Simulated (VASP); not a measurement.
```xyz
2
Lattice="0.0000 2.2016 2.2016 2.2016 0.0000 2.2016 2.2016 2.2016 0.0000" Properties=species:S:1:pos:R:3 pbc="T T T"
Nb     0.0000     0.0000     0.0000
C      2.2016     2.2016     2.2016
```

Calculation: PBEsol GGA, VASP's PBE PAW potentials (set 64) (plane waves; VASP). Run with 520 eV cut-off, 14×14×14 Γ-centred mesh, first-order Methfessel-Paxton smearing of 0.10 eV, potentials Nb_sv C.

Question: Predict the energy per atom (σ→0), pressure, band gap (on the k-mesh) with the smallest direct gap where there is one.

Answer: 
```
Quantity                                                    Result
------------------------  ----------------------------------------
band gap (on the k-mesh)  none (metal, semimetal or under 0.01 eV)
energy per atom (σ→0)                              -10.918 eV/atom
pressure                                                 10.41 GPa
```

The absolute energy has meaning only against runs of the same code, potentials and settings.

The compound is NbC in the rock salt structure. This cell is one point of a volume scan, at 0.97 of the reference volume. The electron count is odd and the run is not spin-polarised, which forces a metal.
